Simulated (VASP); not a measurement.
A VASP calculation is set up with these files.

**KPOINTS**
```
Automatic mesh
0
Gamma
12 12 12
0 0 0
```

POSCAR:
```
Pb
1.0
  0.0000000000   2.5215943338   2.5215943338
  2.5215943338   0.0000000000   2.5215943338
  2.5215943338   2.5215943338   0.0000000000
Pb
1
Cartesian
  0.0000000000   0.0000000000   0.0000000000
```

INCAR:
```
LCHARG=.False.
LMAXMIX=4   ! l cut-off of mixed one-centre charges
ISMEAR=1   ! Methfessel-Paxton
ENCUT=520   ! plane-wave cut-off (eV)
ALGO=Normal
ISIF=2   ! forces and stress, cell fixed
PREC=Accurate
SYSTEM=Pb
LASPH=.True.
NELM=100   ! most electronic steps
GGA=RP   ! RPBE
SIGMA=0.1   ! width (eV)
LWAVE=.False.
EDIFF=1E-7   ! SCF stop (eV)
LREAL=.False.
```

POTCAR, in this order: Pb_d (PBE.64 set). Program: vasp_std.

Task: Translate this RPBE calculation to Ansatz.

Result: One equivalent input (not run):
Ansatz 0.2 input:
```yaml
crystal:
  lattice:
    - [0.0000000, 2.5215943, 2.5215943]
    - [2.5215943, 0.0000000, 2.5215943]
    - [2.5215943, 2.5215943, 0.0000000]
  atoms:
    - { symbol: Pb, position: [0.0000000, 0.0000000, 0.0000000] }
kpoints:
  mp_grid: { grid: [12, 12, 12] }
hamiltonian:
  xc: rpbe
  pseudopotentials: { kind: paw }
scf:
  occupations: { method: methfessel_paxton, width: 0.1 }
  max_iter: 100
output: { forces: true, stress: true, eigenvalues: true }
```
Limits of the translation: each code has its own PAW files, so the cut-off isn't converted (ENCUT is set for VASP's; basis.ecutwfc is left out, and Ansatz then takes the one that its files recommend); Ansatz stops its SCF on the density residual and VASP on the energy change (EDIFF).

The compound is Pb in the fcc structure. This cell is one point of a volume scan, at 0.97 of the reference volume.
